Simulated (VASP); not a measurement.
```
CELL_PARAMETERS angstrom
      3.91594    -2.17184    -0.02396
      3.91594     2.17184    -0.02396
      2.73325     0.00000     3.54703
ATOMIC_POSITIONS crystal
  Sb 0.23560 0.23560 0.23560
  Sb 0.76440 0.76440 0.76440
```

These are vdW-DF-cx, VASP's PBE PAW potentials (set 64) (plane waves; VASP) values and carry that method's errors. Numerical set-up: 520 eV cut-off, Gaussian smearing of 0.050 eV, potentials Sb.

Unless said otherwise, spin-orbit coupling is left out, though it shifts the bands of the heavy elements here.

Q: Give the energies of bands 2 to 8 at the high-symmetry points, in eV from the valence-band maximum.

A: 
```tsv
band	Γ	T	H2	L	S0	F
2	-4.57	-8.80	-8.78	-9.38	-8.81	-7.64
3	-1.68	-0.98	-4.68	-1.49	-4.99	-5.20
4	-1.53	-0.98	-4.56	-1.33	-2.86	-3.43
5	-1.53	-0.24	-0.34	-0.04	-2.60	-3.39
6	2.53	0.25	0.86	0.07	3.06	1.91
7	3.02	0.25	4.92	0.47	3.52	5.20
8	3.02	1.19	4.97	0.59	4.35	5.64
```

The gap is indirect, 0.07 eV, from the valence maximum at T-H2 at 0.09 to the conduction minimum at L.

The compound is Sb in the a7 structure. It was relaxed first.
